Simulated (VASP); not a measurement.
# YNb (Pm-3m) in VASP: settings compared

Aim: see how the results for YNb move with the level of theory and the settings. Levels: TPSS, TB-mBJ, LDA. Tasks: band structure.

All numbers are computed with VASP 6.6.1; they aren't measurements. Logs are shortened: lines on timing, memory, paths and dates and some standing lists are left out, and cuts for length are marked.

**1. The crystal as given**

The structure is cubic, space group Pm-3m (No. 221). The conventional cell has a = 3.611 Å, b = 3.611 Å, c = 3.611 Å, α = 90.00°, β = 90.00°, γ = 90.00°. Around Y (site symmetry m-3m) lie 8 Nb at 3.13 Å. Nb (site symmetry m-3m) has 8 Y at 3.13 Å as nearest neighbours.

The cell was built by a generator and needn't be a form met in nature.

**2. Band structure, TPSS**

INCAR

```
PREC = Accurate ; ENCUT = 520
EDIFF = 1E-6 ; ISMEAR = -1
SIGMA = 0.05 ; LREAL = False
LASPH = True ; NELM = 100
ALGO = Normal ; ISIF = 2
LWAVE = False ; LCHARG = False
LMAXMIX = 4 ; METAGGA = TPSS
LMIXTAU = True
```

KPOINTS

```
regular mesh
0
Gamma
  7 7 7
```

POSCAR

```
YNb
1.0
    3.6114100000      0.0000000000      0.0000000000
    0.0000000000      3.6114100000      0.0000000000
    0.0000000000      0.0000000000      3.6114100000
Y Nb
1 1
Direct
    0.0000000000      0.0000000000      0.0000000000
    0.5000000000      0.5000000000      0.5000000000
```

KPOINTS_OPT

```
path GXMGRX,MR
10
line-mode
reciprocal
 0.0000000000  0.0000000000  0.0000000000  G
 0.0000000000  0.5000000000  0.0000000000  X

 0.0000000000  0.5000000000  0.0000000000  X
 0.5000000000  0.5000000000  0.0000000000  M

 0.5000000000  0.5000000000  0.0000000000  M
 0.0000000000  0.0000000000  0.0000000000  G

 0.0000000000  0.0000000000  0.0000000000  G
 0.5000000000  0.5000000000  0.5000000000  R

 0.5000000000  0.5000000000  0.5000000000  R
 0.0000000000  0.5000000000  0.0000000000  X

 0.5000000000  0.5000000000  0.0000000000  M
 0.5000000000  0.5000000000  0.5000000000  R
```

Potentials or basis: VASP PAW PBE potentials, release 64 (Y_sv, Nb_sv).

Started as:

```console
$ cat potpaw_PBE.64/Y_sv/POTCAR potpaw_PBE.64/Nb_sv/POTCAR > POTCAR
$ mpirun -np 1 vasp_std > vasp.out
```

OUTCAR:

```text
PREC = Accurate
   ENCUT = 520
   EDIFF = 1E-6
   ISMEAR = -1
   LREAL = False
   LASPH = True
   NELM = 100
   ISIF = 2
   METAGGA = TPSS

 ion  position               nearest neighbor table
   1  0.000  0.000  0.000-   2 3.13   2 3.13   2 3.13   2 3.13   2 3.13   2 3.13   2 3.13   2 3.13

   2  0.500  0.500  0.500-   1 3.13   1 3.13   1 3.13   1 3.13   1 3.13   1 3.13   1 3.13   1 3.13

  LATTYP: Found a simple cubic cell.
 ALAT       =     3.6114100000

  Lattice vectors:

 A1 = (   3.6114100000,   0.0000000000,   0.0000000000)
 A2 = (   0.0000000000,   3.6114100000,   0.0000000000)
 A3 = (   0.0000000000,   0.0000000000,   3.6114100000)

Analysis of symmetry for initial positions (statically):
=====================================================================
 Subroutine PRICEL returns:
 Original cell was already a primitive cell.

 Routine SETGRP: Setting up the symmetry group for a
 simple cubic supercell.

 Subroutine GETGRP returns: Found 48 space group operations
 (whereof 48 operations were pure point group operations)
 out of a pool of 48 trial point group operations.

The static configuration has the point symmetry O_h .

Analysis of symmetry for dynamics (positions and initial velocities):
=====================================================================
 Subroutine PRICEL returns:
 Original cell was already a primitive cell.

 Routine SETGRP: Setting up the symmetry group for a
 simple cubic supercell.

 Subroutine GETGRP returns: Found 48 space group operations
 (whereof 48 operations were pure point group operations)
 out of a pool of 48 trial point group operations.

The dynamic configuration has the point symmetry O_h .

 Subroutine INISYM returns: Found 48 space group operations
 (whereof 48 operations are pure point group operations),
 and found     1 'primitive' translations

----------------------------------------------------------------------------------------

                                     Primitive cell

  volume of cell :      47.1010

  direct lattice vectors                    reciprocal lattice vectors
     3.611410000  0.000000000  0.000000000     0.276900158  0.000000000  0.000000000
     0.000000000  3.611410000  0.000000000     0.000000000  0.276900158  0.000000000
     0.000000000  0.000000000  3.611410000     0.000000000  0.000000000  0.276900158

  length of vectors
     3.611410000  3.611410000  3.611410000     0.276900158  0.276900158  0.276900158

  position of ions in fractional coordinates (direct lattice)
     0.000000000  0.000000000  0.000000000
     0.500000000  0.500000000  0.500000000

  ion indices of the primitive-cell ions
   primitive index   ion index
                 1           1
                 2           2

----------------------------------------------------------------------------------------

 KPOINTS: regular mesh

Automatic generation of k-mesh.
 Grid dimensions read from file:
 generate k-points for:    7    7    7

 Generating k-lattice:

  Cartesian coordinates                     Fractional coordinates (reciprocal lattice)
     0.039557165  0.000000000  0.000000000     0.142857143  0.000000000  0.000000000
     0.000000000  0.039557165  0.000000000     0.000000000  0.142857143  0.000000000
     0.000000000  0.000000000  0.039557165     0.000000000  0.000000000  0.142857143

  Length of vectors
     0.039557165  0.039557165  0.039557165

  Shift w.r.t. Gamma in fractional coordinates (k-lattice)
     0.000000000  0.000000000  0.000000000

 Subroutine IBZKPT returns following result:
 ===========================================

 Found     20 irreducible k-points:

 Following reciprocal coordinates:
            Coordinates               Weight
  0.000000  0.000000  0.000000      1.000000
  0.142857  0.000000  0.000000      6.000000
  0.285714  0.000000  0.000000      6.000000
  0.428571  0.000000  0.000000      6.000000
  0.142857  0.142857  0.000000     12.000000
  0.285714  0.142857  0.000000     24.000000
[... 12 lines left out ...]
  0.428571  0.428571  0.285714     24.000000
  0.428571  0.428571  0.428571      8.000000
   k-points           NKPTS =     20   k-points in BZ     NKDIM =     20   number of bands    NBANDS=     16
   number of dos      NEDOS =    301   number of ions     NIONS =      2
   total plane-waves  NPLWV =  21952
   dimension x,y,z NGX =    28 NGY =   28 NGZ =   28
   dimension x,y,z NGXF=    56 NGYF=   56 NGZF=   56
   ions per type =               1   1
   NGX,Y,Z   is equivalent  to a cutoff of  12.89, 12.89, 12.89 a.u.
   NGXF,Y,Z  is equivalent  to a cutoff of  25.78, 25.78, 25.78 a.u.
 SYSTEM =  unknown system
   PREC   = accura    normal or accurate (medium, high low for compatibility)
   ISTART =      0    job   : 0-new  1-cont  2-samecut
   ICHARG =      2    charge: 1-file 2-atom 10-const
   ISPIN  =      1    spin polarized calculation?
   LNONCOLLINEAR =      F non collinear calculations
   LSORBIT =      F    spin-orbit coupling
   LASPH  =      T    aspherical Exc in radial PAW
   ENCUT  =  520.0 eV  38.22 Ry    6.18 a.u.   6.71  6.71  6.71*2*pi/ulx,y,z
   NELM   =    100;   NELMIN=  2; NELMDL= -5     # of ELM steps
   EDIFF  = 0.1E-05   stopping-criterion for ELM
   LREAL  =      F    real-space projection
   EDIFFG = 0.1E-04   stopping-criterion for IOM
   NSW    =      0    number of steps for IOM
   IBRION =     -1    ionic relax: 0-MD 1-quasi-New 2-CG
   NFREE  =      0    steps in history (QN), initial steepest desc. (CG)
   ISIF   =      2    stress and relaxation
   ISYM   =      2    0-nonsym 1-usesym 2-fastsym
   POTIM  = 0.5000    time-step for ionic-motion
   TEBEG  =    0.0;   TEEND  =   0.0 temperature during run
   PSTRESS=    0.0 pullay stress
   NELECT =      24.0000    total number of electrons
   NUPDOWN=      -1.0000    fix difference up-down
   EMIN   =  10.00;   EMAX   =-10.00  energy-range for DOS
   EFERMI =   0.00;   METHOD = LEGACY
   ISMEAR =    -1;   SIGMA  =   0.05  broadening in eV -4-tet -1-fermi 0-gaus
   EFERMI_NEDOS =   21; number of points for ismear=-14 and -15
   IALGO  =     38    algorithm
   IMIX   =      4    mixing-type and parameters
     AMIX     =   0.40;   BMIX     =  1.00
     AMIX_MAG =   1.60;   BMIX_MAG =  1.00
  volume/ion in A,a.u.               =      23.55       158.93
  Fermi-wavevector in a.u.,A,eV,Ry     =   1.307581  2.470969 23.262791  1.709767
  Thomas-Fermi vector in A             =   2.438306
   LORBIT       =      0    0 simple, 1 ext, 2 COOP (PROOUT), +10 PAW based schemes
   METAGGA = TPSS    functional components
   LHFCALC =     F    Hartree Fock is set to
   AEXX    =    0.0000 exact exchange contribution
   IVDW    =     0    specifies the selected vdW correction
   LEPSILON=     F    determine dielectric tensor
   LRPA    =     F    only Hartree local field effects (RPA)
 non-spin polarized calculation
  energy-cutoff  :      520.00
  volume of cell :       47.10
 maximum number of plane-waves:      1309
 NGX is ok and might be reduce to    28
   NGX = 13   NGY = 13   NGZ = 13

 number of electron      23.9999998 magnetization

 Free energy of the ion-electron system (eV)
  ---------------------------------------------------
  ext. energy  EPLUGINS =         0.00000000
  ---------------------------------------------------
  free energy    TOTEN  =       -32.82739106 eV

  energy without entropy =      -32.79373641  energy(sigma->0) =      -32.81056373

 E-fermi :   6.3247     XC(G=0): -11.1450

 val. band max:        6.2696255347   @ k =   0.4286   0.2857   0.0000
 cond. band min:       6.3385362167   @ k =   0.4286   0.2857   0.1429
 fundamental gap:      0.0689106820
 Fermi energy:         6.3247387784

 k-point     1 :       0.0000    0.0000    0.0000
  band No.  band energies     occupation
      1     -48.9346      2.00000
      2     -35.6711      2.00000
      3     -24.7183      2.00000
      4     -24.7183      2.00000
      5     -24.7183      2.00000
      6     -15.3733      2.00000
[... 8 lines left out ...]
     15      10.1919      0.00000
     16      10.1919      0.00000

 k-point     2 :       0.1429    0.0000    0.0000
  band No.  band energies     occupation
      1     -48.9334      2.00000
      2     -35.6678      2.00000
      3     -24.7344      2.00000
      4     -24.7158      2.00000
      5     -24.7158      2.00000
      6     -15.4405      2.00000
[... 8 lines left out ...]
     15       9.6571      0.00000
     16      10.3334      0.00000

 k-point     3 :       0.2857    0.0000    0.0000
  band No.  band energies     occupation
      1     -48.9309      2.00000
      2     -35.6605      2.00000
      3     -24.7703      2.00000
      4     -24.7100      2.00000
      5     -24.7100      2.00000
      6     -15.5879      2.00000
[... 8 lines left out ...]
     15       8.4700      0.00000
     16       9.9059      0.00000

 k-point     4 :       0.4286    0.0000    0.0000
  band No.  band energies     occupation
      1     -48.9289      2.00000
      2     -35.6546      2.00000
      3     -24.7989      2.00000
      4     -24.7054      2.00000
      5     -24.7054      2.00000
      6     -15.7028      2.00000
[... 8 lines left out ...]
     15       7.9622      0.00000
     16       9.0934      0.00000
[... 248 lines left out ...]
 k-point    18 :       0.4286    0.2857    0.2857
  band No.  band energies     occupation
      1     -48.9221      2.00000
      2     -35.6268      2.00000
      3     -24.7990      2.00000
      4     -24.7643      2.00000
      5     -24.7595      2.00000
      6     -15.6360      2.00000
[... 8 lines left out ...]
     15       9.4488      0.00000
     16       9.6366      0.00000

 k-point    19 :       0.4286    0.4286    0.2857
  band No.  band energies     occupation
      1     -48.9202      2.00000
      2     -35.6192      2.00000
      3     -24.7962      2.00000
      4     -24.7961      2.00000
      5     -24.7566      2.00000
      6     -15.6281      2.00000
[... 8 lines left out ...]
     15       9.3123      0.00000
     16       9.4308      0.00000

 k-point    20 :       0.4286    0.4286    0.4286
  band No.  band energies     occupation
      1     -48.9183      2.00000
      2     -35.6119      2.00000
      3     -24.7907      2.00000
      4     -24.7893      2.00000
      5     -24.7893      2.00000
      6     -15.6324      2.00000
[... 8 lines left out ...]
     15       9.2764      0.00000
     16       9.2764      0.00000

------------------------ aborting loop because EDIFF is reached ----------------------------------------

  FORCE on cell =-STRESS in cart. coord.  units (eV):
  Direction    XX          YY          ZZ          XY          YZ          ZX
  --------------------------------------------------------------------------------------
  -------------------------------------------------------------------------------------
  Total       -0.4583690     -0.4583690     -0.4583690     -0.0000000     -0.0000000      0.0000000
  in kB      -15.5917713    -15.5917713    -15.5917713     -0.0000000     -0.0000000      0.0000000
  external PRESSURE =     -15.5917713 kB  Pullay stress =       0.0000000 kB

 VOLUME and BASIS-vectors are now :
 -----------------------------------------------------------------------------
  energy-cutoff  :      520.00
  volume of cell :       47.10
      direct lattice vectors                 reciprocal lattice vectors
     3.611410000  0.000000000  0.000000000     0.276900158  0.000000000  0.000000000
     0.000000000  3.611410000  0.000000000     0.000000000  0.276900158  0.000000000
     0.000000000  0.000000000  3.611410000     0.000000000  0.000000000  0.276900158

 POSITION                                       TOTAL-FORCE (eV/Angst)
 -----------------------------------------------------------------------------------
      0.00000      0.00000      0.00000         0.000000      0.000000      0.000000
      1.80570      1.80570      1.80570         0.000000      0.000000      0.000000
 -----------------------------------------------------------------------------------
    total drift:                                0.000000      0.000000      0.000000

  FREE ENERGIE OF THE ION-ELECTRON SYSTEM (eV)
  ---------------------------------------------------
  free  energy   TOTEN  =       -32.8273910559 eV

  energy  without entropy=      -32.7937364084  energy(sigma->0) =      -32.81056373
```

Run time: 86 s. Hardware: 1 thread of Intel Xeon 6975P-C (Granite Rapids), shared host; peak memory 0.18 GiB.

Results:

```yaml
Free_energy: -32.8274 eV
Pressure: -1.6 GPa
Band_gap_along_the_path: none (metal or under the smearing width)
```

Levels at the corners of the path, in eV from the Fermi level:
```tsv
point	band 9	band 10	band 11	band 12	band 13	band 14	band 15	band 16
Γ	-5.14	-2.45	-2.45	0.91	0.91	0.91	3.87	3.87
X	-2.16	-1.94	-0.89	0.69	0.69	0.77	1.69	2.66
X	-2.16	-1.94	-0.89	0.69	0.69	0.77	1.69	2.66
M	-2.75	-2.52	-0.65	-0.65	1.79	1.79	2.76	2.89
M	-2.75	-2.52	-0.65	-0.65	1.79	1.79	2.76	2.89
Γ	-5.14	-2.45	-2.45	0.91	0.91	0.91	3.87	3.87
Γ	-5.14	-2.45	-2.45	0.91	0.91	0.91	3.87	3.87
R	-0.65	-0.65	-0.65	-0.15	-0.15	-0.15	2.85	2.85
R	-0.65	-0.65	-0.65	-0.15	-0.15	-0.15	2.85	2.85
X	-2.16	-1.94	-0.89	0.69	0.69	0.77	1.69	2.66
M	-2.75	-2.52	-0.65	-0.65	1.79	1.79	2.76	2.89
R	-0.65	-0.65	-0.65	-0.15	-0.15	-0.15	2.85	2.85
```

Caveat: the PAW data sets were made with another functional, which shifts forces and pressure a little.

**3. Band structure, TB-mBJ**

POSCAR is that of step 2.

INCAR.step1

```
PREC = Accurate ; ENCUT = 520
EDIFF = 1E-5 ; ISMEAR = -1
SIGMA = 0.05 ; LREAL = False
LASPH = True ; NELM = 100
ALGO = Normal ; ISIF = 2
LWAVE = True ; LCHARG = False
LMAXMIX = 4 ; GGA = PE
```

INCAR.step2

```
PREC = Accurate ; ENCUT = 520
EDIFF = 1E-6 ; ISMEAR = -1
SIGMA = 0.05 ; LREAL = False
LASPH = True ; NELM = 100
ALGO = Normal ; ISIF = 2
LWAVE = False ; LCHARG = False
LMAXMIX = 4 ; METAGGA = MBJ
ISTART = 1
```

KPOINTS is that of step 2.

KPOINTS_OPT is that of step 2.

Potentials or basis: VASP PAW PBE potentials, release 64 (Y_sv, Nb_sv).

Started as:

```console
$ cat potpaw_PBE.64/Y_sv/POTCAR potpaw_PBE.64/Nb_sv/POTCAR > POTCAR
$ cp INCAR.step1 INCAR
$ mpirun -np 1 vasp_std > vasp.out
$ cp INCAR.step2 INCAR
$ mpirun -np 1 vasp_std > vasp.out
```

Run time: 54 s. Hardware: 1 thread of Intel Xeon 6975P-C (Granite Rapids), shared host; peak memory 0.18 GiB.

It converged, with:

| Property | Result |
| --- | --- |
| Band gap along the path | none (metal or under the smearing width) |

Levels at the corners of the path, in eV from the Fermi level:
| point | band 9 | band 10 | band 11 | band 12 | band 13 | band 14 | band 15 | band 16 |
| --- | --- | --- | --- | --- | --- | --- | --- | --- |
| Γ | -4.82 | -2.46 | -2.46 | 0.81 | 0.81 | 0.81 | 3.59 | 3.59 |
| X | -1.99 | -1.69 | -0.95 | 0.66 | 0.66 | 0.70 | 1.59 | 2.50 |
| X | -1.99 | -1.69 | -0.95 | 0.66 | 0.66 | 0.70 | 1.59 | 2.50 |
| M | -2.69 | -2.39 | -0.69 | -0.69 | 2.05 | 2.05 | 2.55 | 2.73 |
| M | -2.69 | -2.39 | -0.69 | -0.69 | 2.05 | 2.05 | 2.55 | 2.73 |
| Γ | -4.82 | -2.46 | -2.46 | 0.81 | 0.81 | 0.81 | 3.59 | 3.59 |
| Γ | -4.82 | -2.46 | -2.46 | 0.81 | 0.81 | 0.81 | 3.59 | 3.59 |
| R | -0.59 | -0.59 | -0.59 | -0.13 | -0.13 | -0.13 | 2.63 | 2.63 |
| R | -0.59 | -0.59 | -0.59 | -0.13 | -0.13 | -0.13 | 2.63 | 2.63 |
| X | -1.99 | -1.69 | -0.95 | 0.66 | 0.66 | 0.70 | 1.59 | 2.50 |
| M | -2.69 | -2.39 | -0.69 | -0.69 | 2.05 | 2.05 | 2.55 | 2.73 |
| R | -0.59 | -0.59 | -0.59 | -0.13 | -0.13 | -0.13 | 2.63 | 2.63 |

Caveat: the PAW data sets were made with another functional, which shifts forces and pressure a little.

[end of part 1 of 2]
